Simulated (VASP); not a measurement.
Output of a VASP run:

**OUTCAR**
```
 ion  position               nearest neighbor table
   1  0.333  0.667  0.250-   2 3.42   2 3.42   2 3.44   2 3.44   2 3.48   2 3.48
   2  0.672  0.339  0.750-   1 3.42   1 3.42   1 3.44   1 3.44   1 3.48   1 3.48
  LATTYP: Found a base centered orthorhombic cell.
 ALAT       =     3.4456400000
 B/A-ratio  =     1.8281991154
 C/A-ratio  =     1.6120424653
 Subroutine PRICEL returns:
 Original cell was already a primitive cell.
 Subroutine GETGRP returns: Found  4 space group operations
The static configuration has the point symmetry C_1 .
 The point group associated with its full space group is C_2h.
The dynamic configuration has the point symmetry C_1 .
 Subroutine INISYM returns: Found  4 space group operations
 Subroutine IBZKPT returns following result:
 Found    244 irreducible k-points:

 Following reciprocal coordinates:
            Coordinates               Weight
  0.000000  0.000000  0.000000      1.000000
  0.090909  0.000000  0.000000      2.000000
  0.000000  0.090909  0.000000      2.000000
  0.181818  0.000000  0.000000      2.000000
  0.000000  0.181818  0.000000      2.000000
  0.272727 -0.000000  0.000000      2.000000
 -0.000000  0.272727  0.000000      2.000000
  0.363636  0.000000  0.000000      2.000000
  0.000000  0.363636  0.000000      2.000000
  0.454545  0.000000  0.000000      2.000000
  0.000000  0.454545  0.000000      2.000000
  0.090909  0.090909  0.000000      2.000000
  0.181818  0.090909  0.000000      2.000000
  0.090909  0.181818  0.000000      2.000000
  0.272727  0.090909  0.000000      2.000000
  0.090909  0.272727  0.000000      2.000000
  0.363636  0.090909  0.000000      2.000000
  0.090909  0.363636  0.000000      2.000000
  0.454545  0.090909  0.000000      2.000000
  0.090909  0.454545  0.000000      2.000000
 -0.454545  0.090909  0.000000      2.000000
  0.090909 -0.454545  0.000000      2.000000
 -0.363636  0.090909  0.000000      2.000000
  0.090909 -0.363636  0.000000      2.000000
 -0.272727  0.090909  0.000000      2.000000
  0.090909 -0.272727  0.000000      2.000000
 -0.181818  0.090909  0.000000      2.000000
  0.090909 -0.181818  0.000000      2.000000
 -0.090909  0.090909  0.000000      2.000000
  0.181818  0.181818  0.000000      2.000000
  0.272727  0.181818  0.000000      2.000000
  0.181818  0.272727  0.000000      2.000000
  0.363636  0.181818  0.000000      2.000000
  0.181818  0.363636  0.000000      2.000000
  0.454545  0.181818  0.000000      2.000000
  0.181818  0.454545  0.000000      2.000000
 -0.454545  0.181818  0.000000      2.000000
  0.181818 -0.454545  0.000000      2.000000
 -0.363636  0.181818  0.000000      2.000000
  0.181818 -0.363636  0.000000      2.000000
   k-points           NKPTS =    244   k-points in BZ     NKDIM =    244   number of bands    NBANDS=     13
   number of dos      NEDOS =    301   number of ions     NIONS =      2
   total plane-waves  NPLWV =  20736
   dimension x,y,z NGX =    24 NGY =   24 NGZ =   36
   dimension x,y,z NGXF=    48 NGYF=   48 NGZF=   72
   ions per type =               2
   PREC   = accura    normal or accurate (medium, high low for compatibility)
   ISTART =      0    job   : 0-new  1-cont  2-samecut
   ICHARG =      2    charge: 1-file 2-atom 10-const
   ISPIN  =      1    spin polarized calculation?
   LNONCOLLINEAR =      F non collinear calculations
   LSORBIT =      F    spin-orbit coupling
   INIWAV =      1    electr: 0-lowe 1-rand  2-diag
   ENCUT  =  400.0 eV  29.40 Ry    5.42 a.u.   5.85  5.85  9.06*2*pi/ulx,y,z
   NELM   =    100;   NELMIN=  2; NELMDL= -5     # of ELM steps
   EDIFF  = 0.1E-05   stopping-criterion for ELM
   LREAL  =      F    real-space projection
   NLSPLINE    = F    spline interpolate recip. space projectors
   LMAXMIX     =    6 max onsite mixed and CHGCAR
   VOSKOWN=      0    Vosko Wilk Nusair interpolation
   EDIFFG = 0.1E-04   stopping-criterion for IOM
...
```

OSZICAR:
```
       N       E                     dE             d eps       ncg     rms          rms(c)
DAV:   1     0.532562287267E+02    0.53256E+02   -0.75530E+03  6408   0.109E+03
DAV:   2    -0.507652024338E+01   -0.58333E+02   -0.57278E+02  6709   0.347E+02
DAV:   3    -0.882311411583E+01   -0.37466E+01   -0.34618E+01 10422   0.543E+01
DAV:   4    -0.892623337890E+01   -0.10312E+00   -0.99861E-01 10039   0.773E+00
DAV:   5    -0.892746959006E+01   -0.12362E-02   -0.12354E-02  8898   0.753E-01    0.237E+01
DAV:   6    -0.893002666290E+01   -0.25571E-02   -0.30864E-02  9660   0.218E+00    0.934E+00
DAV:   7    -0.893492394354E+01   -0.48973E-02   -0.91442E-03  9951   0.111E+00    0.374E+00
DAV:   8    -0.893607376424E+01   -0.11498E-02   -0.17757E-03  9866   0.500E-01    0.151E+00
DAV:   9    -0.893616025144E+01   -0.86487E-04   -0.67112E-04  9712   0.308E-01    0.632E-01
DAV:  10    -0.893605495998E+01    0.10529E-03   -0.28751E-04  9761   0.199E-01    0.288E-01
DAV:  11    -0.893594850149E+01    0.10646E-03   -0.13952E-04  9741   0.136E-01    0.154E-01
DAV:  12    -0.893587309129E+01    0.75410E-04   -0.73115E-05  9698   0.969E-02    0.967E-02
DAV:  13    -0.893582570332E+01    0.47388E-04   -0.39907E-05  9721   0.706E-02    0.661E-02
DAV:  14    -0.893579773892E+01    0.27964E-04   -0.21858E-05  9669   0.515E-02    0.467E-02
DAV:  15    -0.893578188273E+01    0.15856E-04   -0.11998E-05  9631   0.379E-02    0.334E-02
DAV:  16    -0.893577314758E+01    0.87352E-05   -0.64554E-06  9158   0.278E-02    0.239E-02
DAV:  17    -0.893576843920E+01    0.47084E-05   -0.36446E-06  8304   0.209E-02    0.171E-02
DAV:  18    -0.893576593717E+01    0.25020E-05   -0.18476E-06  5583   0.158E-02    0.124E-02
DAV:  19    -0.893576463763E+01    0.12995E-05   -0.16151E-06  4629   0.127E-02    0.885E-03
DAV:  20    -0.893576400986E+01    0.62778E-06   -0.88231E-07  5117   0.901E-03
   1 F= -.89357640E+01 E0= -.89360258E+01  d E =0.785244E-03
```

### OUTCAR
```
------------------------ aborting loop because EDIFF is reached ----------------------------------------
  FORCE on cell =-STRESS in cart. coord.  units (eV):
  Direction    XX          YY          ZZ          XY          YZ          ZX
  --------------------------------------------------------------------------------------
  Total        0.9240651     -0.5069855     -0.1013030     -0.0235186      0.0000000      0.0000000
  in kB       24.5602880    -13.4749273     -2.6924845     -0.6250888      0.0000000      0.0000000
  external PRESSURE =       2.7976254 kB  Pullay stress =       0.0000000 kB
  volume of cell :       60.28
      direct lattice vectors                 reciprocal lattice vectors
     1.722820000 -3.149658000  0.000000000     0.290221846 -0.158747394  0.000000000
     1.722820000  3.149658000  0.000000000     0.290221846  0.158747394  0.000000000
     0.000000000  0.000000000  5.554518000     0.000000000  0.000000000  0.180033623
 POSITION                                       TOTAL-FORCE (eV/Angst)
 -----------------------------------------------------------------------------------
      1.72282      1.04989      1.38863         0.028892     -0.070760      0.000000
      1.74253     -1.04989      4.16589        -0.028892      0.070760      0.000000
 -----------------------------------------------------------------------------------
    total drift:                               -0.000003      0.000000     -0.000000
  FREE ENERGIE OF THE ION-ELECTRON SYSTEM (eV)
  ---------------------------------------------------
  free  energy   TOTEN  =        -8.9357640099 eV

  energy  without entropy=       -8.9365492536  energy(sigma->0) =       -8.93602576
```
(Selected blocks of OUTCAR.)

### POSCAR
```
Tm
1
    1.7228200000    -3.1496580000     0.0000000000
    1.7228200000     3.1496580000     0.0000000000
    0.0000000000     0.0000000000     5.5545180000
Tm
2
Direct
  0.3333330000   0.6666670000   0.2500000000
  0.6723880000   0.3390540000   0.7500000000
```

Problem. Write an INCAR and KPOINTS that could have produced this output.

Solution. Several could match; the one computed here: the input of the run itself, PBE GGA, plane waves, VASP's PBE PAW potentials (set 64).

### INCAR
```
ALGO  =  Normal
AMIX  =  0.6
BMIX  =  3.0
EDIFF  =  1E-6
ENCUT  =  400
GGA  =  PE
IMIX  =  1
ISIF  =  2
ISMEAR  =  1
LASPH  =  .True.
LCHARG  =  .False.
LMAXMIX  =  6
LREAL  =  .False.
LWAVE  =  .False.
NELM  =  100
PREC  =  Accurate
SIGMA  =  0.1
SYSTEM  =  Tm
```

**KPOINTS**
```
Automatic mesh
0
Gamma
11 11 6
0 0 0
```

POTCAR, in this order: Tm_3 (PBE.64 set). Program: vasp_std.

The 4f electrons are frozen in the core of the lanthanide potential, so 4f levels, which can set the real gap, and their magnetism are missing.

The compound is Tm in the hcp structure. The cell was not relaxed at this level, atoms are displaced from their ideal sites. The run is one of a series of settings (AMIX = 0.6, BMIX = 3.0, IMIX = 1 against the base run), some of them coarse on purpose.
